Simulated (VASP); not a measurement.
# A VASP study of LaSi3Rh (LDA): structure first, properties next

Aim: relax LaSi3Rh with LDA, compute its properties on that cell and hold them against experiment. The steps: full relaxation (LDA), second relaxation, single point with fields (LDA), band structure (LDA), density of states (LDA), zone-centre phonons (LDA) and band structure (LDA), changed input. The start is a computed cell from the Materials Project.

Program: VASP 6.6.1. Level of theory: LDA; plane waves and PAW (La, Si, Rh_pv). Results are calculated unless marked as measured.

Experimental background.

For LaRhSi3, BaNiSn3-type tetragonal (arc-melted polycrystal annealed at 900 C, powdered, 300 K), “Specific heat and muSR study on the noncentrosymmetric superconductor LaRhSi3” (2011, arxiv:1108.0193) gives, by powder X-ray diffraction: lattice constant a (a from X-ray Rietveld refinement) 4.2694 ± 0.0003 Å [room-temperature value]; lattice constant c (c from X-ray Rietveld refinement) 9.8357 ± 0.001 Å [room-temperature value].

### Step 1. Starting point

Before any relaxation, the start is as follows. It takes space group I4mm (No. 107, tetragonal). The conventional cell has a = 4.270 Å, b = 4.270 Å, c = 9.869 Å, α = 90.00°, β = 90.00°, γ = 90.00°. Nearest to La lie 12 Si at 3.14 to 3.36 Å and 5 Rh at 3.38 to 3.40 Å. Nearest to Si lie 1 Rh at 2.39 Å and 4 Si at 2.60 Å and 4 La at 3.14 Å. Nearest to Si lie 2 Rh at 2.38 Å and 6 Si at 2.60 to 3.02 Å and 4 La at 3.17 to 3.36 Å. Nearest to Rh lie 5 Si at 2.38 to 2.39 Å and 5 La at 3.38 to 3.40 Å. Farther neighbours are not listed.

Structure file:

```
La Si Rh
1.0
     0.00000   -4.26974    0.00000
    -4.26974    0.00000    0.00000
     2.13487   -2.13487   -4.93463
La Si Rh
1 3 1
Cartesian
  0.0000 -4.2697 -0.0049
  -2.1349 -2.1349 -0.8692
  0.0000 -2.1349 -2.3487
  -2.1349 -4.2697 -2.3487
  0.0000 -4.2697 -3.4095
```

### Step 2. Full relaxation (LDA)

The start need not lie at this functional's minimum. ISIF = 3 frees volume, shape and positions, and EDIFFG sets the threshold on forces and stress at which the search stops. LDA, the lowest rung, knows the local density alone.

INCAR reads:

```
SYSTEM = LaSi3Rh
PREC = Accurate
ENCUT = 400
EDIFF = 1E-06
NELM = 100
ISMEAR = 0
SIGMA = 0.05
LREAL = .FALSE.
ALGO = Normal
GGA = CA
NBANDS = 25
LASPH = .TRUE.
LORBIT = 11
LWAVE = .FALSE.
LCHARG = .FALSE.
KPAR = 4
IBRION = 2
NSW = 60
ISIF = 3
EDIFFG = -0.01
```

POSCAR reads:

```
LaSi3Rh
1.0
    0.0000000000     -4.2697357800      0.0000000000
   -4.2697357800      0.0000000000      0.0000000000
    2.1348678900     -2.1348678900     -4.9346317700
La Si Rh
1 3 1
Direct
    0.9994988900      0.0005011100      0.0010022200
    0.4119316800      0.5880683200      0.1761366400
    0.2620189200      0.2379810800      0.4759621600
    0.7620189200      0.7379810800      0.4759621600
    0.6545305800      0.3454694200      0.6909388400
```

KPOINTS reads:

```
Automatic mesh
0
Gamma
6 6 6
0 0 0
```

The projector-augmented-wave data sets are La, Si and Rh_pv (LDA family, release 64).

Command:

```bash
$ mpirun -np 4 vasp_std
```

The log of the run:

```text
[banner, memory and clock lines left out]
running    4 mpi-ranks, on    1 nodes
 distrk:  each k-point on    1 cores,    4 groups
 distr:  one band on    1 cores,    1 groups

 POSCAR found type information on POSCAR LaSiRh
 POSCAR found :  3 types and       5 ions
 LDA part: xc-table for (Slater(with rela. corr.)+CA(PZ))
 , standard interpolation
 POSCAR, INCAR and KPOINTS ok, starting setup
 FFT: planning ... GRIDC
 FFT: planning ... GRID_SOFT
 FFT: planning ... GRID
 WAVECAR not read
 entering main loop
       N       E                     dE             d eps       ncg     rms          rms(c)
DAV:   1     0.242592829812E+03    0.24259E+03   -0.15345E+04  1908   0.162E+03
DAV:   2     0.579933624109E+01   -0.23679E+03   -0.22710E+03  1592   0.312E+02
DAV:   3    -0.344894900524E+02   -0.40289E+02   -0.38487E+02  2317   0.113E+02
DAV:   4    -0.373900136952E+02   -0.29005E+01   -0.28806E+01  2525   0.388E+01
DAV:   5    -0.375025923456E+02   -0.11258E+00   -0.11201E+00  2286   0.591E+00    0.127E+01
DAV:   6    -0.373213680348E+02    0.18122E+00   -0.15096E+01  2183   0.247E+01    0.595E+00
DAV:   7    -0.366631638172E+02    0.65820E+00   -0.51135E+00  2216   0.175E+01    0.408E+00
DAV:   8    -0.366641967805E+02   -0.10330E-02   -0.84521E-01  2328   0.443E+00    0.137E+00
DAV:   9    -0.366257071656E+02    0.38490E-01   -0.29418E-01  2272   0.346E+00    0.318E-01
DAV:  10    -0.366259473925E+02   -0.24023E-03   -0.13861E-02  2304   0.750E-01    0.185E-01
DAV:  11    -0.366257665968E+02    0.18080E-03   -0.14348E-03  2480   0.249E-01    0.781E-02
DAV:  12    -0.366257576590E+02    0.89378E-05   -0.25623E-04  2392   0.915E-02    0.195E-02
DAV:  13    -0.366257573956E+02    0.26343E-06   -0.25214E-05  2192   0.377E-02    0.518E-03
DAV:  14    -0.366257574930E+02   -0.97489E-07   -0.11110E-06  1608   0.957E-03
   1 F= -.36625757E+02 E0= -.36624636E+02  d E =-.366258E+02
 curvature:   0.00 expect dE= 0.000E+00 dE for cont linesearch  0.000E+00
 trial: gam= 0.00000 g(F)=  0.557E-02 g(S)=  0.254E+00 ort = 0.000E+00 (trialstep = 0.100E+01)
 search vector abs. value=  0.260E+00
 bond charge predicted
       N       E                     dE             d eps       ncg     rms          rms(c)
DAV:   1    -0.409957855141E+02   -0.43700E+01   -0.75129E+01  1998   0.794E+01    0.224E+01
DAV:   2    -0.392183913023E+02    0.17774E+01   -0.71429E+01  1866   0.615E+01    0.106E+01
DAV:   3    -0.366234856199E+02    0.25949E+01   -0.13682E+01  2159   0.357E+01    0.478E+00
DAV:   4    -0.366373181097E+02   -0.13832E-01   -0.17932E+00  2351   0.776E+00    0.308E+00
DAV:   5    -0.366406231213E+02   -0.33050E-02   -0.48410E-01  2262   0.524E+00    0.274E+00
DAV:   6    -0.365951465807E+02    0.45477E-01   -0.21105E-01  2600   0.364E+00    0.440E-01
DAV:   7    -0.365972407196E+02   -0.20941E-02   -0.19609E-02  2423   0.739E-01    0.340E-01
DAV:   8    -0.365972205575E+02    0.20162E-04   -0.22676E-03  2349   0.348E-01    0.149E-01
DAV:   9    -0.365970427416E+02    0.17782E-03   -0.14653E-03  2535   0.264E-01    0.343E-02
DAV:  10    -0.365970623373E+02   -0.19596E-04   -0.16839E-04  2447   0.716E-02    0.313E-02
DAV:  11    -0.365970586290E+02    0.37083E-05   -0.16990E-05  2448   0.304E-02    0.158E-02
DAV:  12    -0.365970569193E+02    0.17097E-05   -0.44988E-06  1934   0.144E-02    0.786E-03
DAV:  13    -0.365970565043E+02    0.41500E-06   -0.84148E-07  1188   0.791E-03
   2 F= -.36597057E+02 E0= -.36595663E+02  d E =0.287010E-01
[...]
3 F= -.36687385E+02 E0= -.36686384E+02  d E =-.616277E-01
[...]
4 F= -.36687390E+02 E0= -.36686388E+02  d E =-.616330E-01
[...]
5 F= -.36688161E+02 E0= -.36687257E+02  d E =-.770389E-03
[...]
6 F= -.36688168E+02 E0= -.36687274E+02  d E =-.777058E-03
 curvature:  -0.50 expect dE=-0.884E-04 dE for cont linesearch -0.527E-07
 trial: gam= 0.09476 g(F)=  0.354E-04 g(S)=  0.140E-03 ort =-0.129E-04 (trialstep = 0.915E+00)
 search vector abs. value=  0.187E-03
 bond charge predicted
       N       E                     dE             d eps       ncg     rms          rms(c)
DAV:   1    -0.366885901295E+02   -0.42233E-03   -0.22559E-02  1886   0.190E+00    0.158E-01
DAV:   2    -0.366884708732E+02    0.11926E-03   -0.66103E-03  2323   0.781E-01    0.968E-02
DAV:   3    -0.366882801808E+02    0.19069E-03   -0.11431E-03  2320   0.290E-01    0.372E-02
DAV:   4    -0.366882429977E+02    0.37183E-04   -0.21649E-04  2536   0.107E-01    0.112E-02
DAV:   5    -0.366882414689E+02    0.15288E-05   -0.26449E-05  2293   0.376E-02    0.580E-03
DAV:   6    -0.366882414653E+02    0.35329E-08   -0.17226E-06  1629   0.122E-02
   7 F= -.36688241E+02 E0= -.36687337E+02  d E =-.739090E-04
 trial-energy change:   -0.000074  1 .order   -0.000076   -0.000159    0.000007
 step:   0.8779(harm=  0.8779)  dis= 0.00101  next Energy=   -36.688244 (dE=-0.765E-04)
 reached required accuracy - stopping structural energy minimisation
```

Wall time 33 s (4 MPI ranks of Intel Xeon 6975P-C (Granite Rapids), shared host); peak memory 0.82 GiB.

Lines that name or quote the potential files are left out of all logs, and their timing lines are given in words.

OUTCAR, selected parts (step 2):

```text
ion  position               nearest neighbor table
   1  0.999  0.001  0.001-   2 3.14   2 3.14   2 3.14   2 3.14   4 3.17   3 3.17   4 3.17   3 3.17
                             4 3.36   3 3.36   3 3.36   4 3.36   5 3.38   5 3.38   5 3.38   5 3.38
   2  0.412  0.588  0.176-   5 2.39   3 2.60   4 2.60   3 2.60   4 2.60   1 3.14   1 3.14   1 3.14
                             1 3.14
   3  0.262  0.238  0.476-   5 2.38   5 2.38   2 2.60   2 2.60   4 3.02   4 3.02   4 3.02   4 3.02
                             1 3.17   1 3.17   1 3.36   1 3.36
   4  0.762  0.738  0.476-   5 2.38   5 2.38   2 2.60   2 2.60   3 3.02   3 3.02   3 3.02   3 3.02
                             1 3.17   1 3.17   1 3.36   1 3.36
   5  0.655  0.345  0.691-   3 2.38   4 2.38   3 2.38   4 2.38   2 2.39   1 3.38   1 3.38   1 3.38
                             1 3.38   1 3.40

  LATTYP: Found a body centered tetragonal cell.
 ALAT       =     4.2697357800
 C/A-ratio  =     2.3114459649

 Subroutine GETGRP returns: Found  8 space group operations
 (whereof  8 operations were pure point group operations)

The static configuration has the point symmetry C_4v.

 Found     30 irreducible k-points:

   k-points           NKPTS =     30   k-points in BZ     NKDIM =     30   number of bands    NBANDS=     25

   dimension x,y,z NGX =    28 NGY =   28 NGZ =   40
   dimension x,y,z NGXF=    56 NGYF=   56 NGZF=   80

   ENCUT  =  400.0 eV  29.40 Ry    5.42 a.u.   6.96  6.96  9.43*2*pi/ulx,y,z

   NELECT =      38.0000    total number of electrons

 k-points in reciprocal lattice and weights: Automatic mesh
   0.00000000  0.00000000  0.00000000       0.005
   0.16666667  0.00000000  0.00000000       0.037
   0.33333333  0.00000000  0.00000000       0.037
   0.50000000  0.00000000  0.00000000       0.019
   0.16666667  0.16666667  0.00000000       0.019
   0.33333333  0.16666667  0.00000000       0.074
   0.50000000  0.16666667  0.00000000       0.074
  -0.33333333  0.16666667 -0.00000000       0.074
  -0.16666667  0.16666667 -0.00000000       0.037
[...]
-0.16666667  0.16666667  0.33333333       0.019
   0.00000000  0.00000000  0.50000000       0.005

 average (electrostatic) potential at core
       1 -93.3241       2 -80.7200       3 -80.9621       4 -80.9621       5 -72.5971

 E-fermi :  10.2125

 k-point     1 :       0.0000    0.0000    0.0000
  band No.  band energies     occupation
    ...
     14       6.8091      2.00000
     15       7.0455      2.00000
     16       7.4905      2.00000
     17       8.3800      2.00000
     18       8.3800      2.00000
     19      10.4302      0.00000
     20      10.4302      0.00000
     21      11.4643      0.00000
     22      11.6566      0.00000
     23      12.3279      0.00000
    ...

 k-point     2 :       0.1667    0.0000    0.0000
  band No.  band energies     occupation
    ...
     16       7.5716      2.00000
     17       8.4662      2.00000
     18       8.6887      2.00000
     19       9.5261      2.00000
     20       9.8502      2.00000
     21      11.4895      0.00000
     22      11.9819      0.00000
     23      12.3942      0.00000
     24      12.4314      0.00000
     25      12.5110      0.00000

 k-point     3 :       0.3333    0.0000    0.0000
  band No.  band energies     occupation
    ...
     16       7.8231      2.00000
     17       8.2101      2.00000
     18       8.7160      2.00000
     19       9.2455      2.00000
     20       9.8132      2.00000
     21      11.6063      0.00000
     22      12.2275      0.00000
     23      12.4436      0.00000
     24      12.5071      0.00000
     25      12.5892      0.00000

  Total       -0.0474332     -0.0474332     -0.0233598      0.0000000      0.0000000      0.0000000
  in kB       -0.8792713     -0.8792713     -0.4330221      0.0000000      0.0000000      0.0000000
  external PRESSURE =      -0.7305216 kB  Pullay stress =       0.0000000 kB

  energy-cutoff  :      400.00
  volume of cell :       86.43
      direct lattice vectors                 reciprocal lattice vectors
     0.000000000 -4.213551943  0.000000000     0.000000000 -0.237329458  0.102706138
    -4.213551943  0.000000000  0.000000000    -0.237329458  0.000000000 -0.102706138
     2.106775972 -2.106775972 -4.868258207    -0.000000000  0.000000000 -0.205412276

 POSITION                                       TOTAL-FORCE (eV/Angst)
 -----------------------------------------------------------------------------------
     -0.00000     -4.21355     -0.00245         0.000000     -0.000000      0.002657
     -2.10678     -2.10678     -0.84810        -0.000000      0.000000     -0.006692
      0.00000     -2.10678     -2.31914         0.000000     -0.000000      0.000546
     -2.10678     -4.21355     -2.31914         0.000000     -0.000000      0.000546
      0.00000     -4.21355     -3.37141         0.000000     -0.000000      0.002943
 -----------------------------------------------------------------------------------
    total drift:                               -0.000030      0.000030     -0.001934

  FREE ENERGIE OF THE ION-ELECTRON SYSTEM (eV)
  ---------------------------------------------------
  free  energy   TOTEN  =       -36.6882414653 eV

  energy  without entropy=      -36.6864329802  energy(sigma->0) =      -36.68733722

 reached required accuracy - stopping structural energy minimisation

 total charge
# of ion       s       p       d       f       tot
--------------------------------------------------
    1        2.030   5.636   0.806   0.190   8.663
    2        0.786   0.885   0.000   0.000   1.672
    3        0.785   0.850   0.000   0.000   1.635
    4        0.785   0.850   0.000   0.000   1.635
    5        0.443   6.397   7.329   0.000  14.169
--------------------------------------------------
tot          4.829  14.618   8.136   0.190  27.773

[... 3 further parts left out ...]
```

CONTCAR:

```
LaSi3Rh
   1.00000000000000
     0.0000000000000000   -4.2135519432019830    0.0000000000000000
    -4.2135519432019830    0.0000000000000000    0.0000000000000000
     2.1067759716009915   -2.1067759716009915   -4.8682582065663533
  La              Si              Rh
     1     3     1
Direct
     0.9997480739468333    0.0002519260531667    0.0005038521063262
     0.4128950033169663    0.5871049966830337    0.1742099933660745
     0.2618099615530028    0.2381900384469971    0.4763800768940013
     0.7618099615530030    0.7381900384469970    0.4763800768940013
     0.6537359896301995    0.3462640103698004    0.6925280207396008
```

The k-mesh is coarse for a metal. The run keeps the 8 symmetry operations of its start, so it cannot find a distortion of lower symmetry.

Step by step:

| step | energy less that of the first step (eV) | largest force (eV/Å) | pressure (GPa) | volume (Å³) |
| --- | --- | --- | --- | --- |
| 1 | 0.0000 | 0.2755 | -5.27 | 89.96 |
| 2 | 0.0287 | 0.3596 | 7.45 | 82.47 |
| 3 | -0.0616 | 0.1522 | -0.07 | 86.47 |
| 4 | -0.0616 | 0.1557 | 0.05 | 86.40 |
| 5 | -0.0624 | 0.0223 | 0.05 | 86.37 |
| 6 | -0.0624 | 0.0200 | 0.05 | 86.37 |
| 7 | -0.0625 | 0.0067 | -0.07 | 86.43 |

| conventional cell, symmetrised | before | after | change |
| --- | --- | --- | --- |
| a (Å) | 4.270 | 4.214 | -1.3 % |
| b (Å) | 4.270 | 4.214 | -1.3 % |
| c (Å) | 9.869 | 9.737 | -1.3 % |
| volume (Å³/atom) | 17.99 | 17.29 | -3.9 % |

The relaxed structure:

```xyz
5
Lattice="0.0000 -4.2136 0.0000 -4.2136 0.0000 0.0000 2.1068 -2.1068 -4.8683" Properties=species:S:1:pos:R:3 pbc="T T T"
La    0.0000   -4.2136   -0.0025
Si   -2.1068   -2.1068   -0.8481
Si    0.0000   -2.1068   -2.3191
Si   -2.1068   -4.2136   -2.3191
Rh    0.0000   -4.2136   -3.3714
```

Numbers from this step:

* electrons: 38
* bands: 25
* irreducible k-points: 30
* symmetry operations: 8
* free energy (TOTEN): -36.69 eV
* energy at zero smearing: -36.69 eV
* Fermi energy: 10.21 eV
* pressure: -0.07305 GPa
* metallic: yes
* SCF cycles over all ionic steps: 60

It ends with a largest force of 0.007 eV/Å and a pressure of -0.07 GPa.

(Continued in part 2 of 5.)

[Lines on the potential files, build, host, timing and source positions are cut from VASP's logs without a mark.]

[Logs are printed without paths, hosts, clocks, repeated set-up lines and the standing remarks that a program may print on its own settings, such as how far it seeks lower states.]

[Hosts, paths, dates, database ids (printed as entryN), source tags and the programs' standing remarks are cut or masked in the printed files.]

[A measured line is paired with the nearest computed mode of its activity, which favours agreement.]
